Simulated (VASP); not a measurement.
Input for VASP

### INCAR
```
SYSTEM = ZnS
PREC = Accurate
ENCUT = 400
EDIFF = 1E-6
NELM = 100
ALGO = Normal
LREAL = .FALSE.
LASPH = .TRUE.
ISMEAR = 0
SIGMA = 0.05
GGA = PE
LMAXMIX = 4
LWAVE = .FALSE.
LCHARG = .FALSE.
ISIF = 2
ISPIN = 2
MAGMOM = 1.0 1.0 1.0 1.0 1.0
```

### POSCAR
```
ZnS
1
    1.9482000000    -3.3743810000     0.0000000000
    1.9482000000     3.3743810000     0.0000000000
    0.0000000000     0.0000000000     6.3852000000
Zn S
2 2
Direct
  0.6666670000   0.3333330000   0.5000000000
  0.3333330000   0.6666670000   0.0000000000
  0.6666670000   0.3333330000   0.8750000000
  0.3333330000   0.6666670000   0.3750000000
```

KPOINTS:
```
Automatic mesh
0
Gamma
5 5 3
0 0 0
```

POTCAR, in this order: Zn S (PBE.64 set). Program: vasp_std.

### Question
One choice in this input is risky. Which, and does it do harm here?

### Answer
The risk: MAGMOM holds more values than there are atoms. Here it does no harm: the run (PBE GGA, plane waves, VASP's PBE PAW potentials (set 64)) converges to the same energy and pressure as with the safe setting.
### OSZICAR
```
       N       E                     dE             d eps       ncg     rms          rms(c)
DAV:   1     0.212321492230E+03    0.21232E+03   -0.14930E+04   960   0.149E+03
DAV:   2     0.468621202056E+01   -0.20764E+03   -0.20180E+03  1048   0.320E+02
DAV:   3    -0.133347944537E+02   -0.18021E+02   -0.17920E+02  1176   0.100E+02
DAV:   4    -0.136694776521E+02   -0.33468E+00   -0.33447E+00  1192   0.143E+01
DAV:   5    -0.136759600029E+02   -0.64824E-02   -0.64820E-02  1192   0.186E+00    0.139E+01
DAV:   6    -0.134305218030E+02    0.24544E+00   -0.25255E+00  1248   0.384E+01    0.815E+00
DAV:   7    -0.136454435918E+02   -0.21492E+00   -0.11915E+00  1144   0.768E+00    0.490E+00
DAV:   8    -0.136537100492E+02   -0.82665E-02   -0.10591E-01  1160   0.391E+00    0.196E+00
DAV:   9    -0.136545589487E+02   -0.84890E-03   -0.13353E-02  1232   0.173E+00    0.545E-01
DAV:  10    -0.136557798202E+02   -0.12209E-02   -0.29635E-03  1240   0.551E-01    0.162E-01
DAV:  11    -0.136560175451E+02   -0.23772E-03   -0.46835E-04  1192   0.239E-01    0.109E-01
DAV:  12    -0.136562183144E+02   -0.20077E-03   -0.22514E-04  1040   0.876E-02    0.390E-02
DAV:  13    -0.136562529956E+02   -0.34681E-04   -0.31463E-05  1144   0.398E-02    0.125E-02
DAV:  14    -0.136562564457E+02   -0.34502E-05   -0.57577E-06  1064   0.153E-02    0.389E-03
DAV:  15    -0.136562577577E+02   -0.13120E-05   -0.12960E-06   848   0.655E-03    0.241E-03
DAV:  16    -0.136562581298E+02   -0.37210E-06   -0.38417E-07   752   0.422E-03
   1 F= -.13656258E+02 E0= -.13656258E+02  d E =-.206572E-15  mag=     0.0000
```

The compound is ZnS in the wurtzite structure, the high-temperature form. The cell was not relaxed at this level.
